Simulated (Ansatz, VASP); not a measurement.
Ca3TaO6 in VASP and in Ansatz

INCAR

```
ALGO = Normal
EDIFF = 1E-6
ENCUT = 520
GGA = PE
ISIF = 2
ISMEAR = -1
ISPIN = 2
LASPH = T
LCHARG = T
LELF = T
LMAXMIX = 4
LORBIT = 11
LREAL = F
LVHAR = T
LWAVE = F
MAGMOM = 2 1 3 3 3 2 3 1 2 1
NBANDS = 54
NELM = 150
PREC = Accurate
SIGMA = 0.1
```

Contents of KPOINTS:

```
k-points
0
Gamma
  4 4 4
```

The input POSCAR:

```
Ca3TaO6
1.0
    0.0000000000      3.9285950000      3.9285950000
    3.9285950000      0.0000000000      3.9285950000
    3.9285950000      3.9285950000      0.0000000000
Ca Ta O
3 1 6
Direct
    0.5000000000      0.5000000000      0.5000000000
    0.2500000000      0.2500000000      0.2500000000
    0.7500000000      0.7500000000      0.7500000000
    0.0000000000      0.0000000000      0.0000000000
    0.7500000000      0.2500000000      0.2500000000
    0.2500000000      0.7500000000      0.2500000000
    0.2500000000      0.7500000000      0.7500000000
    0.7500000000      0.2500000000      0.7500000000
    0.2500000000      0.2500000000      0.7500000000
    0.7500000000      0.7500000000      0.2500000000
```

Input for Ansatz:

```yaml
crystal:
  lattice:
    - [0.0, 3.928595, 3.928595]
    - [3.928595, 0.0, 3.928595]
    - [3.928595, 3.928595, 0.0]
  atoms:
    - { symbol: Ca, position: [0.5, 0.5, 0.5], spin: 2.0 }
    - { symbol: Ta, position: [0.0, 0.0, 0.0], spin: 3.0 }
    - { symbol: O, position: [0.75, 0.25, 0.25], spin: 3.0 }
    - { symbol: O, position: [0.25, 0.75, 0.25], spin: 2.0 }
    - { symbol: O, position: [0.25, 0.75, 0.75], spin: 3.0 }
    - { symbol: O, position: [0.75, 0.25, 0.75], spin: 1.0 }
    - { symbol: O, position: [0.25, 0.25, 0.75], spin: 2.0 }
    - { symbol: O, position: [0.75, 0.75, 0.25], spin: 1.0 }
    - { symbol: Ca, position: [0.25, 0.25, 0.25], spin: 1.0 }
    - { symbol: Ca, position: [0.75, 0.75, 0.75], spin: 3.0 }
  symmetry: { tolerance: 0.0003 }
kpoints:
  mp_grid: { grid: [4, 4, 4], shift: [0, 0, 0] }
magnetization:
  spin_polarized: true
scf:
  occupations: { method: fermi_dirac }
  convergence: { dr2_threshold: 1.0e-09 }
hamiltonian:
  pseudopotentials: { kind: paw }
  xc: pbe
basis:
  ecutwfc: 420
output:
  forces: true
  stress: true
  eigenvalues: true
  write_density: true
  write_potential: true
  elf: true
  volumetric_format: npy
```

The cell was built by a generator and needn't be a form met in nature.

Alike in both runs: task single point; functional PBE; k mesh 4 × 4 × 4; collinear spin.

```csv
,VASP,Ansatz
version,VASP 6.6.1,Ansatz 0.2.0
potentials or method,"VASP PAW PBE potentials, release 64 (Ca_sv, Ta_pv, O)",PAW plane waves
plane-wave cutoff (eV),520,420
occupations,"fermi-dirac, width 0.1 eV",fermi-dirac
valence electrons in the cell,77,79
```

VASP gave:

* gap on the k mesh at the Fermi level (eV): none
* pressure (GPa): 25.5
* rms of the force components (eV/Å): 1.681
* net moment per atom (μB): 0.00

Estimate Ansatz's values.

gap on the k mesh at the Fermi level (eV): none; pressure (GPa): 24.3; rms of the force components (eV/Å): 1.665; net moment per atom (μB): 0.00.

A gap of «none» marks a metal or a gap that the smearing closes. The two sets of potentials don't hold the same shells in valence. Ansatz warned: «given_moment_on_shells».

Caveats: so large a pressure means that the cell lies far from this level's equilibrium, or that cutoff or potentials fall short (VASP). The runs have no spin-orbit coupling, so splittings on Ta are missing.
